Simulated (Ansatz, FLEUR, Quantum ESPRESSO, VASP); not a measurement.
NaLaMnMoO6: programs and potentials compared

```xyz
10
Lattice="-2.7229 2.7229 3.8989 2.7229 -2.7229 3.8989 2.7229 2.7229 -3.8989" Properties=species:S:1:pos:R:3 pbc="T T T"
Na    2.7229    0.0000    1.9494
La    0.0000    2.7229    1.9494
Mn    0.0000    0.0000    3.8989
Mo    0.0000    0.0000    0.0000
O     1.6123    1.1308    0.0001
O     1.5921   -1.1106    3.8988
O     1.1106    1.5921    3.8990
O     1.1308    3.8336   -0.0001
O     0.0000    0.0000    1.9646
O     0.0000    0.0000    5.8332
```

The cell comes from a database or a generator and needn't be the stable form of this composition.

Alike in all runs: task single point; functional PBE; k mesh 7 × 7 × 7; occupations fermi-dirac, width 0.05 eV; collinear spin, ferromagnetic start; no spin-orbit coupling. Pressure is positive in compression and, in plane waves, holds the error of the finite cutoff.

| program and potentials | plane-wave cutoff (eV) | notes | pressure (GPa) | net moment per atom (μB) | largest force (eV/Å) |
| --- | --- | --- | --- | --- | --- |
| VASP, PBE PAW files La, Mn_pv, Mo_sv, Na_pv, O, 520 eV | 520 | 8.1 valence electrons an atom on average | 0.61 | 0.20 | 0.134 |
| Quantum ESPRESSO, SSSP 1.3 efficiency PBE | 884 | 8.5 valence electrons an atom on average | ? | ? | ? |
| FLEUR, all-electron, FLAPW | - | - | - | 0.20 | 0.075 |
| Ansatz, all-electron LAPW, scalar-relativistic | - | - | 0.28 | 0.20 | 0.071 |

Problem. Estimate from the other rows what the run with Quantum ESPRESSO, SSSP 1.3 efficiency PBE gave.

Solution. Pressure 0.70 GPa; net moment per atom 0.20 μB; largest force 0.075 eV/Å. The other rows, which needn't bracket it: pressure 0.28 to 0.61; net moment per atom 0.20; largest force 0.071 to 0.134.
